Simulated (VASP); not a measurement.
**CdSe: single point with PBE**

CdSe:

```
Cd Se
1.0
     0.00000    3.07027    3.07027
     3.07027    0.00000    3.07027
     3.07027    3.07027    0.00000
Cd Se
1 1
Direct
  0.00000 0.00000 0.00000
  0.75000 0.75000 0.75000
```

Measurements of this composition are mostly on another form, of space group No. 186.

* Program: VASP 6.6.1
* Task: single point
* Functional: PBE
* Potentials or basis: VASP PAW PBE potentials, release 64 (Cd, Se)
* Cutoff: 520 eV
* k mesh: 6 × 6 × 6
* Occupations: gaussian, width 0.1 eV
* Spin: no spin polarisation

```
Pressure               : 1.6 GPa
Band gap on the k mesh : 0.55 eV, direct
```

Levels at points of the mesh, in eV from the valence-band top:
```csv
k point,band 7,band 8,band 9,band 10,band 11,band 12
"(0.00, 0.00, 0.00)",0.00,0.00,0.00,0.55,5.93,5.93
"(0.50, 0.00, 0.00)",-4.23,-0.71,-0.71,2.35,6.43,6.43
"(0.50, 0.50, 0.00)",-3.95,-1.76,-1.76,3.19,3.73,8.98
```

Run time: 12 s on 1 thread of Intel(R) Xeon(R) 6975P-C (Granite Rapids), on a shared host, peak memory 0.17 GiB.

PBE gaps usually lie below the measured ones, often by a third to a half.
